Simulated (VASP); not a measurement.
KI (rock salt):

```xyz
2
Lattice="0.0000 3.5350 3.5350 3.5350 0.0000 3.5350 3.5350 3.5350 0.0000" Properties=species:S:1:pos:R:3 pbc="T T T"
K      0.0000     0.0000     0.0000
I      3.5350     3.5350     3.5350
```

The lowest empty band near Γ, direction [110], from PBE with spin-orbit coupling in VASP (PAW); its two spin partners are averaged. The gap over the points computed is 3.64 eV, and the next band on that side lies 2.53 eV away at the edge.

Run with 400 eV cut-off, 7×7×7 Γ-centred mesh, Gaussian smearing of 0.050 eV, potentials K_sv I.

```csv
distance from the edge in k (1/Å),distance in energy (meV)
0.018,3.7
0.025,7.2
0.035,14.2
0.050,28.8
0.070,56.1
```

**Question.** Fit E(1 + αE) = ħ²k²/2m* (ħ²/2m0 = 3.810 eV Å²) and predict the row at 0.095 1/Å.

**Answer.** The rows don't resolve α, so a parabola serves: the electron mass is m* = 0.332 m0, and so 103.5 meV. The run gave 101.9 meV, -1.6 meV from the fit.

Left out are points under 3 meV from the edge, since the levels carry 0.1 meV, and points farther than half the way to the next band.

The compound is KI in the rock salt structure. The cell was not relaxed at this level.
